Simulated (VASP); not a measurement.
An input for Quantum ESPRESSO's pw.x (written as the equivalent of a VASP run, and not itself run):

```
&CONTROL
  calculation = 'scf'
  pseudo_dir = './pseudo'
  outdir = './out'
  tprnfor = .true.
  tstress = .true.
/
&SYSTEM
  ibrav = 0
  nat = 4
  ntyp = 2
  ecutwfc = 84
  occupations = 'smearing'
  smearing = 'gaussian'
  degauss = 0.003675
  input_dft = 'pbesol'
/
&ELECTRONS
  conv_thr = 7.3e-09
  electron_maxstep = 100
/
ATOMIC_SPECIES
  Zn 65.380 Zn.upf
  O 15.999 O.upf
CELL_PARAMETERS angstrom
     1.5909210   -2.7879357    0.0000000
     1.6470035    2.8203149    0.0000000
     0.0000000    0.0000000    5.2237711
ATOMIC_POSITIONS crystal
  Zn   0.6666670  0.3333330  0.5015316
  Zn   0.3333330  0.6666670  0.0015316
  O    0.6666670  0.3333330  0.8804684
  O    0.3333330  0.6666670  0.3804684
K_POINTS automatic
  8 8 4 0 0 0
```

Translate this input to VASP (INCAR, KPOINTS, POSCAR, choice of POTCAR).

One answer among several that fit: 
### KPOINTS
```
Automatic
0
gamma
 8 8 4
```

INCAR:
```
SYSTEM = ZnO
PREC = Accurate
ENCUT = 600
EDIFF = 1E-7
NELM = 100
ALGO = Normal
LREAL = .FALSE.
LASPH = .TRUE.
ISMEAR = 0
SIGMA = 0.05
GGA = PS
LMAXMIX = 4
LWAVE = .FALSE.
LCHARG = .FALSE.
ISIF = 2
```

### POSCAR
```
ZnO
1
    1.5909209936    -2.7879356770     0.0000000000
    1.6470034996     2.8203149219     0.0000000000
    0.0000000000     0.0000000000     5.2237711021
Zn O
2 2
Direct
  0.6666670000   0.3333330000   0.5015316241
  0.3333330000   0.6666670000   0.0015316241
  0.6666670000   0.3333330000   0.8804683759
  0.3333330000   0.6666670000   0.3804683759
```

POTCAR, in this order: Zn O (PBE.64 set). Program: vasp_std.

What does not carry over: the potentials are each code's own (VASP's PAW set, PseudoDojo norm-conserving files in pw.x), so ENCUT and ecutwfc are chosen apart and not converted; conv_thr bounds pw.x's estimated SCF error, while EDIFF bounds the energy change between steps.

The compound is ZnO in the wurtzite structure. This cell was strained or had an atom moved on purpose.
